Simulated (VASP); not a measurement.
# Al12Cl in VASP: a series of runs

The runs below take Al12Cl through single point, with PBEsol.

All numbers are computed with VASP 6.6.1; they aren't measurements. Logs are shortened: lines on timing, memory, paths and dates and some standing lists are left out, and cuts for length are marked.

## 1. Starting point

The cell holds a slab with vacuum, 13 atoms: a = 5.728 Å, b = 5.728 Å, c = 16.677 Å, α = 90.00°, β = 90.00°, γ = 60.00°.

The cell was built by a generator and needn't be a form met in nature.

## 2. Single point, PBEsol

The input, INCAR:

```
SYSTEM = Al12Cl
ALGO     = Normal         ! electronic algorithm
EDIFF    = 1E-6           ! SCF threshold, eV
ENCUT    = 520            ! plane-wave cutoff, eV
GGA      = PS             ! functional
ISIF     = 2              ! what is computed and relaxed
ISMEAR   = 0              ! smearing method
LASPH    = .TRUE.         ! aspherical terms in the spheres
LCHARG   = .FALSE.        ! write CHGCAR
LREAL    = .FALSE.        ! projectors in reciprocal space
LWAVE    = .FALSE.        ! write WAVECAR
NBANDS   = 34             ! bands
NELM     = 100            ! most SCF steps
PREC     = Accurate       ! precision mode
SIGMA    = 0.05           ! smearing width, eV
```

The input, KPOINTS:

```
k-points
0
G
  3 3 1
  0 0 0
```

The input, POSCAR:

```
Al12Cl
1.0
    5.7275650000      0.0000000000      0.0000000000
    2.8637820000      4.9602170000      0.0000000000
    0.0000000000      0.0000000000     16.6765370000
Al Cl
12 1
Direct
    0.1666666208      0.1666667003      0.0599644878
    0.6666667081      0.1666667003      0.0599644878
    0.1666666712      0.6666665995      0.0599644878
    0.6666667585      0.6666665995      0.0599644878
   -0.1666666712      0.3333334005      0.2001775908
    0.3333332415      0.3333334005      0.2001775908
   -0.1666666208      0.8333332997      0.2001775908
    0.3333332919      0.8333332997      0.2001775908
    0.0000000000      0.0000000000      0.3403905739
    0.5000000873      0.0000000000      0.3403905739
   -0.0000000504      0.5000001008      0.3403905739
    0.5000000369      0.5000001008      0.3403905739
    0.6729245234      0.6718839115      0.4369335192
```

Potentials or basis: VASP PAW PBE potentials, release 64 (Al, Cl).

Command:

```console
cat potpaw_PBE.64/Al/POTCAR potpaw_PBE.64/Cl/POTCAR > POTCAR
mpirun -np 1 vasp_std > vasp.out
```

OUTCAR:

```text
SYSTEM = Al12Cl
   EDIFF = 1E-6
   ENCUT = 520
   GGA = PS
   ISIF = 2
   ISMEAR = 0
   LASPH = .TRUE.
   LREAL = .FALSE.
   NELM = 100
   PREC = Accurate

 ion  position               nearest neighbor table
   1  0.167  0.167  0.060-   2 2.86   4 2.86   3 2.86   6 2.86   5 2.86   3 2.86   2 2.86   8 2.86
                             4 2.86
   2  0.667  0.167  0.060-   1 2.86   4 2.86   3 2.86   5 2.86   3 2.86   4 2.86   1 2.86   7 2.86
                             6 2.86
   3  0.167  0.667  0.060-   4 2.86   1 2.86   6 2.86   2 2.86   8 2.86   7 2.86   2 2.86   1 2.86
                             4 2.86
   4  0.667  0.667  0.060-   3 2.86   1 2.86   2 2.86   5 2.86   7 2.86   2 2.86   3 2.86   8 2.86
                             1 2.86
   5  0.833  0.333  0.200-  12 2.86  11 2.86   9 2.86   6 2.86   7 2.86   4 2.86   8 2.86   2 2.86
                             1 2.86   8 2.86   7 2.86   6 2.86
   6  0.333  0.333  0.200-  11 2.86  10 2.86  12 2.86   5 2.86   7 2.86   8 2.86   3 2.86   1 2.86
                             8 2.86   5 2.86   2 2.86   7 2.86
   7  0.833  0.833  0.200-  11 2.86  10 2.86   9 2.86   8 2.86   6 2.86   5 2.86   4 2.86   3 2.86
                             5 2.86   8 2.86   2 2.86   6 2.86
   8  0.333  0.833  0.200-  12 2.86   9 2.86  10 2.86   7 2.86   6 2.86   5 2.86   3 2.86   5 2.86
                             6 2.86   7 2.86   1 2.86   4 2.86
   9  0.000  0.000  0.340-   8 2.86   7 2.86   5 2.86  10 2.86  11 2.86  12 2.86  12 2.86  11 2.86
                            10 2.86
  10  0.500  0.000  0.340-  13 2.29   7 2.86   6 2.86   8 2.86   9 2.86  11 2.86  12 2.86  12 2.86
                             9 2.86  11 2.86
  11  1.000  0.500  0.340-  13 2.29   7 2.86   6 2.86   5 2.86  12 2.86  10 2.86   9 2.86   9 2.86
                            12 2.86  10 2.86
  12  0.500  0.500  0.340-  13 2.35   8 2.86   5 2.86   6 2.86  11 2.86  10 2.86   9 2.86   9 2.86
                            10 2.86  11 2.86
  13  0.673  0.672  0.437-  11 2.29  10 2.29  12 2.35

  LATTYP: Found a hexagonal cell.
 ALAT       =     5.7275649303
 C/A-ratio  =     2.9116277516

  Lattice vectors:

 A1 = (  -2.8637820000,  -4.9602170000,   0.0000000000)
 A2 = (   5.7275650000,   0.0000000000,   0.0000000000)
 A3 = (   0.0000000000,   0.0000000000,  16.6765370000)

Analysis of symmetry for initial positions (statically):
=====================================================================
 Subroutine PRICEL returns:
 Original cell was already a primitive cell.

 Routine SETGRP: Setting up the symmetry group for a
 hexagonal supercell.

 Subroutine GETGRP returns: Found  1 space group operations
 (whereof  1 operations were pure point group operations)
 out of a pool of 24 trial point group operations.

The static configuration has the point symmetry C_1 .

Analysis of symmetry for dynamics (positions and initial velocities):
=====================================================================
 Subroutine PRICEL returns:
 Original cell was already a primitive cell.

 Routine SETGRP: Setting up the symmetry group for a
 hexagonal supercell.

 Subroutine GETGRP returns: Found  1 space group operations
 (whereof  1 operations were pure point group operations)
 out of a pool of 24 trial point group operations.

The dynamic configuration has the point symmetry C_1 .

 Subroutine INISYM returns: Found  1 space group operations
 (whereof  1 operations are pure point group operations),
 and found     1 'primitive' translations

----------------------------------------------------------------------------------------

                                     Primitive cell

  volume of cell :     473.7798

  direct lattice vectors                    reciprocal lattice vectors
     5.727565000  0.000000000  0.000000000     0.174594265 -0.100802024  0.000000000
     2.863782000  4.960217000  0.000000000     0.000000000  0.201604083  0.000000000
     0.000000000  0.000000000 16.676537000     0.000000000  0.000000000  0.059964488

  length of vectors
     5.727565000  5.727564930 16.676537000     0.201604081  0.201604083  0.059964488

  position of ions in fractional coordinates (direct lattice)
     0.166666621  0.166666700  0.059964488
[... 34 lines left out ...]
 Grid dimensions read from file:
 generate k-points for:    3    3    1

 Generating k-lattice:

  Cartesian coordinates                     Fractional coordinates (reciprocal lattice)
     0.058198088 -0.033600675  0.000000000     0.333333333  0.000000000  0.000000000
     0.000000000  0.067201361  0.000000000     0.000000000  0.333333333  0.000000000
     0.000000000  0.000000000  0.059964488     0.000000000  0.000000000  1.000000000

  Length of vectors
     0.067201360  0.067201361  0.059964488

  Shift w.r.t. Gamma in fractional coordinates (k-lattice)
     0.000000000  0.000000000  0.000000000

 Subroutine IBZKPT returns following result:
 ===========================================

 Found      5 irreducible k-points:

 Following reciprocal coordinates:
            Coordinates               Weight
  0.000000  0.000000  0.000000      1.000000
  0.333333  0.000000  0.000000      2.000000
  0.333333  0.333333  0.000000      2.000000
  0.000000  0.333333  0.000000      2.000000
 -0.333333  0.333333  0.000000      2.000000
   k-points           NKPTS =      5   k-points in BZ     NKDIM =      5   number of bands    NBANDS=     34
   number of dos      NEDOS =    301   number of ions     NIONS =     13
   total plane-waves  NPLWV = 290304
   dimension x,y,z NGX =    48 NGY =   48 NGZ =  126
   dimension x,y,z NGXF=    96 NGYF=   96 NGZF=  252
   ions per type =              12   1
   NGX,Y,Z   is equivalent  to a cutoff of  13.93, 13.93, 12.56 a.u.
   NGXF,Y,Z  is equivalent  to a cutoff of  27.86, 27.86, 25.12 a.u.
 SYSTEM =  Al12Cl
   PREC   = accura    normal or accurate (medium, high low for compatibility)
   ISTART =      0    job   : 0-new  1-cont  2-samecut
   ICHARG =      2    charge: 1-file 2-atom 10-const
   ISPIN  =      1    spin polarized calculation?
   LNONCOLLINEAR =      F non collinear calculations
   LSORBIT =      F    spin-orbit coupling
   LASPH  =      T    aspherical Exc in radial PAW
   ENCUT  =  520.0 eV  38.22 Ry    6.18 a.u.  10.65 10.65 31.01*2*pi/ulx,y,z
   NELM   =    100;   NELMIN=  2; NELMDL= -5     # of ELM steps
   EDIFF  = 0.1E-05   stopping-criterion for ELM
   LREAL  =      F    real-space projection
   EDIFFG = 0.1E-04   stopping-criterion for IOM
   NSW    =      0    number of steps for IOM
   IBRION =     -1    ionic relax: 0-MD 1-quasi-New 2-CG
   NFREE  =      0    steps in history (QN), initial steepest desc. (CG)
   ISIF   =      2    stress and relaxation
   ISYM   =      2    0-nonsym 1-usesym 2-fastsym
   POTIM  = 0.5000    time-step for ionic-motion
   TEBEG  =    0.0;   TEEND  =   0.0 temperature during run
   PSTRESS=    0.0 pullay stress
   NELECT =      43.0000    total number of electrons
   NUPDOWN=      -1.0000    fix difference up-down
   EMIN   =  10.00;   EMAX   =-10.00  energy-range for DOS
   EFERMI =   0.00;   METHOD = LEGACY
   ISMEAR =     0;   SIGMA  =   0.05  broadening in eV -4-tet -1-fermi 0-gaus
   EFERMI_NEDOS =   21; number of points for ismear=-14 and -15
   IALGO  =     38    algorithm
   IMIX   =      4    mixing-type and parameters
     AMIX     =   0.40;   BMIX     =  1.00
     AMIX_MAG =   1.60;   BMIX_MAG =  1.00
  volume/ion in A,a.u.               =      36.44       245.94
  Fermi-wavevector in a.u.,A,eV,Ry     =   0.735708  1.390286  7.364374  0.541266
  Thomas-Fermi vector in A             =   1.828970
   LORBIT       =      0    0 simple, 1 ext, 2 COOP (PROOUT), +10 PAW based schemes
   GGA     = PS    functional components
   LHFCALC =     F    Hartree Fock is set to
   AEXX    =    0.0000 exact exchange contribution
   IVDW    =     0    specifies the selected vdW correction
   LEPSILON=     F    determine dielectric tensor
   LRPA    =     F    only Hartree local field effects (RPA)
 non-spin polarized calculation
 Gauss-broadening in eV      SIGMA  =   0.05
  energy-cutoff  :      520.00
  volume of cell :      473.78
 maximum number of plane-waves:     12795
 NGX is ok and might be reduce to    42
   NGX = 21   NGY = 21   NGZ = 63

 number of electron      42.9999999 magnetization

 Free energy of the ion-electron system (eV)
  ---------------------------------------------------
  ext. energy  EPLUGINS =         0.00000000
  ---------------------------------------------------
  free energy    TOTEN  =       -49.08646714 eV

  energy without entropy =      -49.06838156  energy(sigma->0) =      -49.07742435

 E-fermi :   1.5238     XC(G=0):  -5.6496

 val. band max:        1.5222147593   @ k =   0.3333   0.3333   0.0000
 cond. band min:       1.5355473177   @ k =   0.0000   0.3333   0.0000
 fundamental gap:      0.0133325584
 Fermi energy:         1.5238157631

 k-point     1 :       0.0000    0.0000    0.0000
  band No.  band energies     occupation
      1     -16.8698      2.00000
      2      -8.8771      2.00000
      3      -7.3445      2.00000
      4      -5.6997      2.00000
      5      -5.6897      2.00000
      6      -5.6146      2.00000
[... 169 lines left out ...]
     32       4.8579      0.00000
     33       4.9940      0.00000
 [bands above 33 left out]

------------------------ aborting loop because EDIFF is reached ----------------------------------------

  FORCE on cell =-STRESS in cart. coord.  units (eV):
  Direction    XX          YY          ZZ          XY          YZ          ZX
  --------------------------------------------------------------------------------------
  -------------------------------------------------------------------------------------
  Total       -2.5225554     -2.4915961      0.6865026     -0.0312665     -0.0583176     -0.1206774
  in kB       -8.5305045     -8.4258099      2.3215400     -0.1057338     -0.1972122     -0.4080937
  external PRESSURE =      -4.8782581 kB  Pullay stress =       0.0000000 kB

 VOLUME and BASIS-vectors are now :
 -----------------------------------------------------------------------------
  energy-cutoff  :      520.00
  volume of cell :      473.78
      direct lattice vectors                 reciprocal lattice vectors
     5.727565000  0.000000000  0.000000000     0.174594265 -0.100802024  0.000000000
     2.863782000  4.960217000  0.000000000     0.000000000  0.201604083  0.000000000
     0.000000000  0.000000000 16.676537000     0.000000000  0.000000000  0.059964488

 POSITION                                       TOTAL-FORCE (eV/Angst)
 -----------------------------------------------------------------------------------
      1.43189      0.82670      1.00000        -0.073338     -0.041601      0.091072
      4.29567      0.82670      1.00000         0.069767     -0.054998      0.065638
      2.86378      3.30681      1.00000        -0.013400      0.087747      0.066972
      5.72757      3.30681      1.00000        -0.005758     -0.002872      0.393562
      5.72756      1.65341      3.33827        -0.002431     -0.073801      0.100753
      2.86378      1.65341      3.33827         0.023633      0.012142     -0.224906
      7.15946      4.13351      3.33827         0.074154      0.043086      0.118190
      4.29567      4.13351      3.33827        -0.064398      0.034666      0.099425
      0.00000      0.00000      5.67654         0.040625      0.021008     -0.355428
      2.86378      0.00000      5.67654        -0.044686      1.810523     -0.949696
      7.15946      2.48011      5.67654         1.555022     -0.946916     -0.960537
      4.29567      2.48011      5.67654        -1.463299     -0.842280     -0.814914
      5.77835      3.33269      7.28654        -0.095891     -0.046705      2.369868
 -----------------------------------------------------------------------------------
    total drift:                                0.000000      0.000058     -0.000240

  FREE ENERGIE OF THE ION-ELECTRON SYSTEM (eV)
  ---------------------------------------------------
  free  energy   TOTEN  =       -49.0864671372 eV

  energy  without entropy=      -49.0683815570  energy(sigma->0) =      -49.07742435
```

Run time: 2.1 min. Hardware: 1 thread of Intel Xeon Platinum 8488C (Sapphire Rapids), shared host; peak memory 0.62 GiB.

What came out:

| Quantity | Value |
| --- | --- |
| Free energy | -49.0865 eV |
| Largest force | 2.372 eV/Å |
| Band gap on the k mesh | none (metal or under the smearing width) |

Forces on the atoms (eV/Å):
```
Al  -0.073 -0.042  0.091
Al   0.070 -0.055  0.066
Al  -0.013  0.088  0.067
Al  -0.006 -0.003  0.394
Al  -0.002 -0.074  0.101
Al   0.024  0.012 -0.225
Al   0.074  0.043  0.118
Al  -0.064  0.035  0.099
Al   0.041  0.021 -0.355
Al  -0.045  1.811 -0.950
Al   1.555 -0.947 -0.961
Al  -1.463 -0.842 -0.815
Cl  -0.096 -0.047  2.370
```

Levels at points of the mesh, in eV from the Fermi level:
```tsv
k point	band 18	band 19	band 20	band 21	band 22	band 23	band 24	band 25
(0.00, 0.00, 0.00)	-2.52	-2.50	-1.78	-0.37	-0.35	-0.15	0.26	0.36
```

Caveat: the k mesh is coarse (spacing up to 0.42 Å⁻¹), so the values aren't converged; the PAW data sets were made with another functional, which shifts forces and pressure a little; an odd number of electrons without spin polarisation forces a metal; a magnetic or distorted state may lie lower.

## 3. Single point, PBEsol

The input, INCAR:

```
SYSTEM = Al12Cl
PREC = Accurate
ENCUT = 520
EDIFF = 1E-7
ISMEAR = 0
SIGMA = 0.05
LREAL = .False.
LASPH = .True.
NELM = 80
ALGO = Normal
ISIF = 2
LWAVE = .False.
LCHARG = .True.
GGA = PS
LELF = .True.
LVHAR = .True.
NBANDS = 34
```

The input, KPOINTS:

```
Automatic mesh
0
Gamma
  3 3 1
  0 0 0
```

The input, POSCAR:

```
Al12Cl
1.0
    5.7275650000      0.0000000000      0.0000000000
    2.8637820000      4.9602170000      0.0000000000
    0.0000000000      0.0000000000     16.6765370000
Al Cl
12 1
Direct
    0.1666666208      0.1666667003      0.0599644878
    0.6666667081      0.1666667003      0.0599644878
    0.1666666712      0.6666665995      0.0599644878
    0.6666667585      0.6666665995      0.0599644878
   -0.1339320690      0.3536395686      0.1989474793
    0.3661423578      0.3541770451      0.1949425111
   -0.1344556490      0.8541350106      0.2028953013
    0.3637305313      0.8562599177      0.1982938064
    0.0433719932      0.0207952596      0.3340538866
    0.5267692973      0.0342220915      0.3387886226
    0.0596907279      0.5015774511      0.3383899187
    0.5241728588      0.5026757902      0.3321269878
    0.7691355284      0.7345888295      0.4505386220
```

Potentials or basis: VASP PAW PBE potentials, release 64 (Al, Cl).

Command:

```console
cat potpaw_PBE.64/Al/POTCAR potpaw_PBE.64/Cl/POTCAR > POTCAR
mpirun -np 1 vasp_std > vasp.out
```

Wall time 2.2 min (1 thread of Intel Xeon Platinum 8488C (Sapphire Rapids), shared host); peak memory 0.63 GiB.

The run converged. Its results:

```
Free energy            : -49.6018 eV
Largest force          : 0.259 eV/Å
Band gap on the k mesh : none (metal or under the smearing width)
```

Forces in eV/Å, atoms in the order of the input:
```
Al   0.125  0.043 -0.097
Al   0.142 -0.117 -0.128
Al   0.006  0.133 -0.087
Al   0.054  0.021  0.252
Al  -0.018 -0.013  0.010
Al  -0.024 -0.003  0.019
Al  -0.020 -0.008  0.004
Al  -0.023 -0.007  0.018
Al  -0.030 -0.006  0.018
Al  -0.034 -0.024  0.006
Al  -0.066  0.013  0.025
Al  -0.013  0.005  0.017
Cl  -0.098 -0.037 -0.056
```

Levels at points of the mesh, in eV from the Fermi level:
```csv
k point,band 19,band 20,band 21,band 22,band 23,band 24
"(0.00, 0.00, 0.00)",-2.43,-1.88,-0.40,-0.23,-0.18,0.33
```

Caveat: the k mesh is coarse (spacing up to 0.42 Å⁻¹), so the values aren't converged; the PAW data sets were made with another functional, which shifts forces and pressure a little; an odd number of electrons without spin polarisation forces a metal; a magnetic or distorted state may lie lower.

## 4. Single point, PBEsol

The input, INCAR:

```
SYSTEM = Al12Cl
  PREC = Accurate
  ENCUT = 520
  EDIFF = 1E-6
  ISMEAR = 0
  SIGMA = 0.05
  LREAL = .FALSE.
  LASPH = .TRUE.
  NELM = 80
  ALGO = Normal
  ISIF = 2
  LWAVE = .FALSE.
  LCHARG = .FALSE.
  GGA = PS
  NBANDS = 34
```

The input, KPOINTS:

```
Automatic mesh
0
G
  3 3 1
  0 0 0
```

The input, POSCAR:

```
Al12Cl
1.0
    5.7275650000      0.0000000000      0.0000000000
    2.8637820000      4.9602170000      0.0000000000
    0.0000000000      0.0000000000     16.6765370000
Al Cl
12 1
Direct
    0.1666666208      0.1666667003      0.0599644878
    0.6666667081      0.1666667003      0.0599644878
    0.1666666712      0.6666665995      0.0599644878
    0.6666667585      0.6666665995      0.0599644878
   -0.1693780478      0.3349534909      0.1953461321
    0.3341981611      0.3347867644      0.1953553067
   -0.1642486075      0.8280401845      0.2008947061
    0.3278028254      0.8436965560      0.1951150889
    0.0087689188     -0.0026938338      0.3317402768
    0.4934719725     -0.0026827455      0.3317374584
    0.0134032184      0.4727214555      0.3378673882
    0.5035579846      0.4926869127      0.3283452674
    0.9291127734      0.6423761299      0.4617597167
```

Command:

```console
cat potpaw_PBE.64/Al/POTCAR potpaw_PBE.64/Cl/POTCAR > POTCAR
mpirun -np 1 vasp_std > vasp.out
```

It took 2.1 min on 1 thread of Intel Xeon Platinum 8488C (Sapphire Rapids), shared host; peak memory 0.62 GiB.

The run converged. Its results:

```
Free energy            : -49.5043 eV
Largest force          : 0.181 eV/Å
Band gap on the k mesh : none (metal or under the smearing width)
```

Forces in eV/Å, atoms in the order of the input:
```
Al  -0.001  0.063 -0.170
Al   0.000 -0.005  0.012
Al   0.023 -0.027  0.075
Al  -0.025 -0.027  0.074
Al  -0.002  0.000 -0.003
Al   0.002  0.002 -0.002
Al   0.000 -0.001 -0.007
Al   0.003 -0.001 -0.004
Al  -0.002 -0.004  0.006
Al   0.002 -0.005  0.005
Al   0.000  0.013  0.030
Al   0.000  0.006  0.003
Cl   0.001 -0.014 -0.017
```

Levels at points of the mesh, in eV from the Fermi level:
```csv
k point,band 20,band 21,band 22,band 23,band 24,band 25
"(0.00, 0.00, 0.00)",-1.96,-0.16,-0.02,0.08,0.25,0.39
```

Caveat: the k mesh is coarse (spacing up to 0.42 Å⁻¹), so the values aren't converged; the PAW data sets were made with another functional, which shifts forces and pressure a little; an odd number of electrons without spin polarisation forces a metal; a magnetic or distorted state may lie lower.
